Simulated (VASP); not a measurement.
## Cu₂S (space group C2/c): computed properties

Computed with PBEsol GGA, VASP's PBE PAW potentials (set 64) (plane waves; VASP).

```yaml
space_group: C2/c (15)
cell: a = 4.0085 Å, b = 6.6752 Å, c = 6.9044 Å, α = 90.00°, β = 90.84°, γ = 90.00°
volume_per_atom: 15.39 Å³/atom
band gap (over mesh and band path): none (metal, semimetal or under 0.01 eV)
density: 5.72 g/cm³
```

```yaml
crystal:
  lattice:
    - [2.00350, -3.33762, 0.05438]
    - [2.00350, 3.33762, 0.05438]
    - [-0.08652, 0.00000, 6.90382]
  atoms:
    - { symbol: Cu, position: [0.50000, 0.00000, 0.50000] }
    - { symbol: Cu, position: [0.00000, 0.50000, 0.00000] }
    - { symbol: Cu, position: [0.98197, 0.01803, 0.75000] }
    - { symbol: Cu, position: [0.01803, 0.98197, 0.25000] }
    - { symbol: S, position: [0.62979, 0.37021, 0.75000] }
    - { symbol: S, position: [0.37021, 0.62979, 0.25000] }
```

The structure comes from a computed database's Cu2S entry (C2/c); how it stands against other phases isn't given here. It was relaxed first. Symmetry was kept, so distortions that lower it aren't found.
